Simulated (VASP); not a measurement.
Method: AM05 GGA, VASP's PBE PAW potentials (set 64) (plane waves; VASP).

VASP ran on this input.

**INCAR**
```
SYSTEM  =  Li
PREC  =  Accurate; ENCUT  =  520; LREAL  =  .FALSE.
LASPH  =  .TRUE.
EDIFF  =  1E-7; NELM  =  100; ALGO  =  Normal
ISMEAR  =  1; SIGMA  =  0.1
GGA  =  AM
ISIF  =  2
LWAVE  =  .FALSE.; LCHARG  =  .FALSE.
```

**POSCAR**
```
Li
3.3781680
 -0.5000000057   0.5000000057   0.5000000057
  0.5000000057  -0.5000000057   0.5000000057
  0.5000000057   0.5000000057  -0.5000000057
Li
1
direct
  0.0000000000   0.0000000000   0.0000000000
```

**KPOINTS**
```
kpoints
0
G
15 15 15
```

POTCAR, in this order: Li_sv (PBE.64 set). Program: vasp_std.

The resulting files:

**OUTCAR**
```
 ion  position               nearest neighbor table
   1  0.000  0.000  0.000-
  LATTYP: Found a body centered cubic cell.
 ALAT       =     3.3781680386
 Subroutine PRICEL returns:
 Original cell was already a primitive cell.
 Subroutine GETGRP returns: Found 48 space group operations
The static configuration has the point symmetry O_h .
The dynamic configuration has the point symmetry O_h .
 Subroutine INISYM returns: Found 48 space group operations
 Subroutine IBZKPT returns following result:
 Found    120 irreducible k-points:

 Following reciprocal coordinates:
            Coordinates               Weight
  0.000000  0.000000  0.000000      1.000000
  0.066667  0.000000  0.000000     12.000000
  0.133333  0.000000  0.000000     12.000000
  0.200000  0.000000  0.000000     12.000000
  0.266667  0.000000  0.000000     12.000000
  0.333333  0.000000  0.000000     12.000000
  0.400000  0.000000  0.000000     12.000000
  0.466667  0.000000  0.000000     12.000000
  0.066667  0.066667  0.000000     24.000000
  0.133333  0.066667  0.000000     48.000000
  0.200000  0.066667  0.000000     48.000000
  0.266667  0.066667  0.000000     48.000000
  0.333333  0.066667 -0.000000     48.000000
  0.400000  0.066667  0.000000     48.000000
  0.466667  0.066667  0.000000     24.000000
  0.133333  0.133333  0.000000     24.000000
  0.200000  0.133333  0.000000     48.000000
  0.266667  0.133333  0.000000     48.000000
  0.333333  0.133333 -0.000000     48.000000
  0.400000  0.133333  0.000000     48.000000
  0.200000  0.200000  0.000000     24.000000
  0.266667  0.200000  0.000000     48.000000
  0.333333  0.200000  0.000000     48.000000
  0.400000  0.200000  0.000000     24.000000
  0.266667  0.266667  0.000000     24.000000
...
```

### OSZICAR
```
       N       E                     dE             d eps       ncg     rms          rms(c)
DAV:   1     0.466669562552E+00    0.46667E+00   -0.68560E+02  1220   0.402E+02
DAV:   2    -0.180269803349E+01   -0.22694E+01   -0.21947E+01  1685   0.585E+01
DAV:   3    -0.190664398028E+01   -0.10395E+00   -0.10392E+00  1545   0.890E+00
DAV:   4    -0.190924076993E+01   -0.25968E-02   -0.25963E-02  1565   0.124E+00
DAV:   5    -0.190925660931E+01   -0.15839E-04   -0.15839E-04  1505   0.103E-01    0.391E-01
DAV:   6    -0.190617223330E+01    0.30844E-02   -0.10167E-03  1700   0.256E-01    0.219E-01
DAV:   7    -0.190483478544E+01    0.13374E-02   -0.34946E-03  1980   0.415E-01    0.427E-02
DAV:   8    -0.190489301883E+01   -0.58233E-04   -0.31476E-04  1485   0.188E-01    0.336E-02
DAV:   9    -0.190486125930E+01    0.31760E-04   -0.34795E-05  1545   0.745E-02    0.109E-03
DAV:  10    -0.190486068945E+01    0.56986E-06   -0.36807E-06  1360   0.264E-02    0.562E-04
DAV:  11    -0.190486059136E+01    0.98087E-07   -0.65514E-08  1030   0.276E-03
   1 F= -.19048606E+01 E0= -.19048318E+01  d E =-.862386E-04
```

File OUTCAR:
```
------------------------ aborting loop because EDIFF is reached ----------------------------------------
  FORCE on cell =-STRESS in cart. coord.  units (eV):
  Direction    XX          YY          ZZ          XY          YZ          ZX
  --------------------------------------------------------------------------------------
  Total        0.1093487      0.1093487      0.1093487      0.0000000      0.0000000     -0.0000000
  in kB        9.0888820      9.0888820      9.0888820      0.0000000      0.0000000     -0.0000000
  external PRESSURE =       9.0888820 kB  Pullay stress =       0.0000000 kB
  volume of cell :       19.28
      direct lattice vectors                 reciprocal lattice vectors
    -1.689084019  1.689084019  1.689084019     0.000000000  0.296018430  0.296018430
     1.689084019 -1.689084019  1.689084019     0.296018430  0.000000000  0.296018430
     1.689084019  1.689084019 -1.689084019     0.296018430  0.296018430  0.000000000
 POSITION                                       TOTAL-FORCE (eV/Angst)
 -----------------------------------------------------------------------------------
      0.00000      0.00000      0.00000         0.000000     -0.000000      0.000000
 -----------------------------------------------------------------------------------
    total drift:                               -0.000000     -0.000000      0.000000
  FREE ENERGIE OF THE ION-ELECTRON SYSTEM (eV)
  ---------------------------------------------------
  free  energy   TOTEN  =        -1.9048605914 eV

  energy  without entropy=       -1.9047743527  energy(sigma->0) =       -1.90483185
```
(Selected blocks of OUTCAR.)

The compound is Li in the bcc structure. This cell is one point of a volume scan, at 0.94 of the reference volume.
